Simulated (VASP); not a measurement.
# From VASP inputs to Ansatz: Ca₂C (strained antifluorite)

INCAR

```
PREC = Accurate
SIGMA = 0.02
LWAVE = .FALSE.
LCHARG = .FALSE.
NBANDS = 19
ENCUT = 520
IBRION = -1
GGA = PE
ISIF = 2
LREAL = .FALSE.
ISMEAR = -1
EDIFF = 1E-7
NELM = 120
NSW = 0
LASPH = .TRUE.
```

KPOINTS

```
KPOINTS created by Atomic Simulation Environment
0
Gamma
8 8 8
0 0 0
```

KPOINTS_OPT

```
special points
6
Reciprocal
0.0000000000 0.0000000000 0.0000000000 1
0.5000000000 0.0000000000 0.5000000000 1
0.6250000000 0.2500000000 0.6250000000 1
0.3750000000 0.3750000000 0.7500000000 1
0.5000000000 0.5000000000 0.5000000000 1
0.5000000000 0.2500000000 0.7500000000 1
```

POSCAR

```
C  Ca
 1.0000000000000000
     0.0000000000000000    3.0400414738000001    3.1422679096000001
     3.0400414738000001    0.0000000000000000    3.1422679096000001
     3.0400414738000001    3.0400414738000001    0.0000000000000000
 C   Ca
   1   2
Cartesian
  0.0000000000000000  0.0000000000000000  0.0000000000000000
  1.5200207369000001  1.5200207369000001  1.5711339548000001
  4.5600622107000000  4.5600622107000000  4.7134018643999998
```

VASP ran with the recommended PBE PAW datasets (24 valence electrons in the cell).

Task: Translate these files to an Ansatz input.

Result: 

```yaml
crystal:
  lattice:
    - [0.0, 3.0400414738, 3.1422679096]
    - [3.0400414738, 0.0, 3.1422679096]
    - [3.0400414738, 3.0400414738, 0.0]
  atoms:
    - { symbol: C, position: [0.0, 0.0, 0.0] }
    - { symbol: Ca, position: [0.25, 0.25, 0.25] }
    - { symbol: Ca, position: [0.75, 0.75, 0.75] }
kpoints:
  mp_grid: { grid: [8, 8, 8] }
  band_path:
    path:
      - [0.0, 0.0, 0.0]
      - [0.5, 0.0, 0.5]
      - [0.625, 0.25, 0.625]
      - [0.375, 0.375, 0.75]
      - [0.5, 0.5, 0.5]
      - [0.5, 0.25, 0.75]
    npoints: 1
hamiltonian:
  xc: pbe
scf:
  occupations: { method: fermi_dirac, width: 0.02 }
  n_extra_bands: 4
output:
  forces: true
  stress: true
  eigenvalues: true
```

Other inputs would serve too.

|  | VASP | Ansatz |
| --- | --- | --- |
| gap between bands v and c | 0.00 eV | 0.00 eV |
| least direct gap | 0.00 eV | 0.00 eV |
| pressure | 4.2 GPa | 4.0 GPa |

Datasets and cutoffs are each program's own. VASP's cell holds 24 valence electrons and Ansatz's 24. Ansatz's stress includes a Pulay correction; VASP's doesn't.
